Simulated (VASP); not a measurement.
Output of a VASP run:

**OSZICAR**
```
...
       N       E                     dE             d eps       ncg     rms          rms(c)
DAV:   1    -0.271483095107E+02   -0.15790E-02   -0.41011E-02   800   0.212E+00    0.183E-01
DAV:   2    -0.271470006306E+02    0.13089E-02   -0.14637E-03  1144   0.443E-01    0.100E-01
DAV:   3    -0.271464642193E+02    0.53641E-03   -0.17814E-03  1168   0.418E-01    0.564E-02
DAV:   4    -0.271465145510E+02   -0.50332E-04   -0.18467E-05   856   0.553E-02    0.449E-02
DAV:   5    -0.271465128361E+02    0.17149E-05   -0.39163E-05   800   0.677E-02    0.385E-03
DAV:   6    -0.271465149453E+02   -0.21092E-05   -0.15988E-05   768   0.513E-02    0.205E-03
DAV:   7    -0.271465158773E+02   -0.93199E-06   -0.41732E-07   656   0.849E-03
   2 F= -.27146516E+02 E0= -.27146440E+02  d E =0.213759E-03
       N       E                     dE             d eps       ncg     rms          rms(c)
DAV:   1    -0.271468990452E+02   -0.38410E-03   -0.65402E-03   848   0.843E-01    0.701E-02
DAV:   2    -0.271466925922E+02    0.20645E-03   -0.22073E-04  1136   0.169E-01    0.384E-02
DAV:   3    -0.271466063201E+02    0.86272E-04   -0.26733E-04  1176   0.159E-01    0.198E-02
DAV:   4    -0.271466156810E+02   -0.93610E-05   -0.29581E-06   784   0.179E-02    0.164E-02
DAV:   5    -0.271466144828E+02    0.11982E-05   -0.73702E-06   840   0.325E-02    0.305E-03
DAV:   6    -0.271466226525E+02   -0.81697E-05   -0.81847E-06   752   0.341E-02    0.458E-04
DAV:   7    -0.271466224848E+02    0.16770E-06   -0.23530E-07   424   0.630E-03
   3 F= -.27146622E+02 E0= -.27146529E+02  d E =0.107152E-03
       N       E                     dE             d eps       ncg     rms          rms(c)
DAV:   1    -0.271467352822E+02   -0.11263E-03   -0.17092E-03   856   0.434E-01    0.363E-02
DAV:   2    -0.271466779265E+02    0.57356E-04   -0.59413E-05  1144   0.885E-02    0.198E-02
DAV:   3    -0.271466541985E+02    0.23728E-04   -0.70830E-05  1168   0.820E-02    0.101E-02
DAV:   4    -0.271466570379E+02   -0.28395E-05   -0.77871E-07   480   0.960E-03    0.842E-03
DAV:   5    -0.271466576632E+02   -0.62523E-06   -0.25065E-06   808   0.185E-02
   4 F= -.27146658E+02 E0= -.27146555E+02  d E =0.719733E-04
       N       E                     dE             d eps       ncg     rms          rms(c)
DAV:   1    -0.271467694356E+02   -0.11240E-03   -0.18102E-03   864   0.447E-01    0.379E-02
DAV:   2    -0.271467072497E+02    0.62186E-04   -0.64086E-05  1136   0.916E-02    0.207E-02
DAV:   3    -0.271466817385E+02    0.25511E-04   -0.79188E-05  1176   0.867E-02    0.108E-02
DAV:   4    -0.271466845675E+02   -0.28291E-05   -0.82950E-07   504   0.984E-03    0.892E-03
DAV:   5    -0.271466859252E+02   -0.13577E-05   -0.21664E-06   808   0.171E-02    0.215E-03
DAV:   6    -0.271466877937E+02   -0.18685E-05   -0.19926E-06   752   0.165E-02    0.268E-04
DAV:   7    -0.271466876605E+02    0.13322E-06   -0.87673E-08   384   0.337E-03
   5 F= -.27146688E+02 E0= -.27146576E+02  d E =0.419760E-04
       N       E                     dE             d eps       ncg     rms          rms(c)
DAV:   1    -0.271467184950E+02   -0.30701E-04   -0.46755E-04   880   0.228E-01    0.190E-02
DAV:   2    -0.271467017457E+02    0.16749E-04   -0.16056E-05  1136   0.451E-02    0.103E-02
DAV:   3    -0.271466948694E+02    0.68763E-05   -0.19021E-05  1168   0.425E-02    0.520E-03
DAV:   4    -0.271466958416E+02   -0.97221E-06   -0.21307E-07   400   0.502E-03
   6 F= -.27146696E+02 E0= -.27146579E+02  d E =0.337949E-04
```

OUTCAR:
```
------------------------ aborting loop because EDIFF is reached ----------------------------------------
  FORCE on cell =-STRESS in cart. coord.  units (eV):
  Direction    XX          YY          ZZ          XY          YZ          ZX
  --------------------------------------------------------------------------------------
  Total       -0.0092022     -0.0092022     -0.0092022      0.0000000      0.0000000      0.0000000
  in kB       -0.3326876     -0.3326876     -0.3326876      0.0000000      0.0000000      0.0000000
  external PRESSURE =      -0.3326876 kB  Pullay stress =       0.0000000 kB
  volume of cell :       44.32
      direct lattice vectors                 reciprocal lattice vectors
    -2.229298832  2.229298832  2.229298832     0.000000000  0.224285768  0.224285768
     2.229298832 -2.229298832  2.229298832     0.224285768  0.000000000  0.224285768
     2.229298832  2.229298832 -2.229298832     0.224285768  0.224285768  0.000000000
 POSITION                                       TOTAL-FORCE (eV/Angst)
 -----------------------------------------------------------------------------------
      0.00000      0.00000     -0.00000         0.000000      0.000000     -0.000000
 -----------------------------------------------------------------------------------
    total drift:                               -0.000000     -0.000000      0.000000
  FREE ENERGIE OF THE ION-ELECTRON SYSTEM (eV)
  ---------------------------------------------------
  free  energy   TOTEN  =       -27.1466958416 eV

  energy  without entropy=      -27.1463452853  energy(sigma->0) =      -27.14657899

 reached required accuracy - stopping structural energy minimisation
```
(Selected blocks of OUTCAR.)

POSCAR:
```
Eu
1
   -2.2286534740     2.2286534740     2.2286534740
    2.2286534740    -2.2286534740     2.2286534740
    2.2286534740     2.2286534740    -2.2286534740
Eu
1
Direct
  0.0000000000   0.0000000000   0.0000000000
```

Write an INCAR and KPOINTS that could have produced this output.

This is not unique; one that fits is the input of the run itself, r2SCAN meta-GGA, plane waves, VASP's PBE PAW potentials (set 64).

File KPOINTS:
```
Automatic mesh
0
G
10 10 10
```

INCAR:
```
ALGO = Normal
EDIFF = 1E-6
EDIFFG = -0.01
ENCUT = 520
IBRION = 2
ISIF = 3
ISMEAR = 1
LASPH = .True.
LCHARG = .False.
LMAXMIX = 6
LMIXTAU = .True.
LREAL = .False.
LWAVE = .False.
METAGGA = R2SCAN
NELM = 100
NSW = 60
PREC = Accurate
SIGMA = 0.1
SYSTEM = Eu
```

POTCAR, in this order: Eu_2 (PBE.64 set). Program: vasp_std.

The 4f electrons are frozen in the core of the lanthanide potential, so 4f levels, which can set the real gap, and their magnetism are missing.

The compound is Eu in the bcc structure. This run relaxes it. Symmetry was kept, so distortions that lower it aren't found. The start is the result of an earlier pass.
